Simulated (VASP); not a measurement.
```
CELL_PARAMETERS angstrom
      4.76275     0.00000     0.00000
      0.00000     4.76275     0.00000
      0.00000     0.00000     4.76275
ATOMIC_POSITIONS crystal
  Si 0.16242 0.33758 0.66242
  Si 0.33758 0.66242 0.16242
  Si 0.66242 0.16242 0.33758
  Si 0.83758 0.83758 0.83758
  Ru 0.87059 0.62941 0.37059
  Ru 0.62941 0.37059 0.87059
  Ru 0.37059 0.87059 0.62941
  Ru 0.12941 0.12941 0.12941
```

Method: PBE GGA, VASP's PBE PAW potentials (set 64) (plane waves; VASP 6.6.1). Settings: 300 eV cut-off, 7×7×7 Γ-centred mesh, Gaussian smearing of 0.020 eV, potentials Si Ru_pv.

At this cut-off the stress carries a Pulay error, which pulls relaxed volumes low.

The ions, cell shape and volume are relaxed. Predict the relaxed structure.

```
CELL_PARAMETERS angstrom
      4.73127     0.00000     0.00000
      0.00000     4.73127     0.00000
      0.00000     0.00000     4.73127
ATOMIC_POSITIONS crystal
  Si 0.16226 0.33774 0.66226
  Si 0.33774 0.66226 0.16226
  Si 0.66226 0.16226 0.33774
  Si 0.83774 0.83774 0.83774
  Ru 0.87057 0.62943 0.37057
  Ru 0.62943 0.37057 0.87057
  Ru 0.37057 0.87057 0.62943
  Ru 0.12943 0.12943 0.12943
```
Space group P2_13 (198), at a tolerance of 0.03 Å.

How do energy and volume change from the first to the last step?

The energy (σ→0) changes by -3.8 meV/atom and the volume by -2.0 %, in 6 ionic steps.

The structure comes from a computed database's SiRu entry; how it stands against other phases isn't given here. This run relaxes it. Symmetry was kept, so distortions that lower it aren't found. The run is one of a series of settings (EDIFFG = -0.01, IBRION = 2, ISIF = 3, NSW = 50 against the base run), some of them coarse on purpose.
